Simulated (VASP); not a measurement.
Here is the system:

```yaml
crystal:
  lattice:
    - [4.55752, 0.00000, 0.00000]
    - [0.00000, 4.55752, 0.00000]
    - [0.00000, 0.00000, 3.03817]
  atoms:
    - { symbol: Mg, position: [0.00000, 0.00000, 0.00000] }
    - { symbol: Mg, position: [0.50000, 0.50000, 0.50000] }
    - { symbol: H, position: [0.30436, 0.30436, 0.00000] }
    - { symbol: H, position: [0.80436, 0.19564, 0.50000] }
    - { symbol: H, position: [0.19564, 0.80436, 0.50000] }
    - { symbol: H, position: [0.69564, 0.69564, 0.00000] }
```

Method: RPBE GGA, VASP's PBE PAW potentials (set 64) (plane waves; VASP). Run with 520 eV cut-off, 6×6×8 Γ-centred mesh, tetrahedra with Blöchl corrections, potentials Mg H.

Task: Predict the energy per atom (σ→0).

Result: 
The energy per atom (σ→0) is -2.899 eV/atom.

The absolute energy has meaning only against runs of the same code, potentials and settings.

The compound is MgH2 in the rutile structure. It was relaxed first.
